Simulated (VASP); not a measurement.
Consider the following.

```
CELL_PARAMETERS angstrom
      3.45270     0.00000     0.00000
      0.00000     3.45270     0.00000
      0.00000     0.00000     7.28746
ATOMIC_POSITIONS crystal
  Sn 0.50000 0.00000 0.34352
  Sn 0.00000 0.50000 0.65648
  Si 0.00000 0.00000 0.00000
  Si 0.50000 0.50000 0.00000
```

Level of theory: PBEsol GGA, VASP's PBE PAW potentials (set 64) (plane waves; VASP). Run with 400 eV cut-off, 10×10×5 Γ-centred mesh, tetrahedra with Blöchl corrections, potentials Sn_d Si.

Unless said otherwise, spin-orbit coupling is left out, though it shifts the bands of the heavy elements here.

Question: Predict the energy per atom (σ→0), band gap (on the k-mesh) with the smallest direct gap where there is one.

Answer: 
band gap (on the k-mesh): none (metal, semimetal or under 0.01 eV)
energy per atom (σ→0): -4.789 eV/atom

Total energies compare only between runs with the same potentials, cut-off and functional.

The structure was generated: SiSn was put into the litharge type (P4/nmm), which need not be its known phase. It was relaxed first, which changed the volume by -42 %.
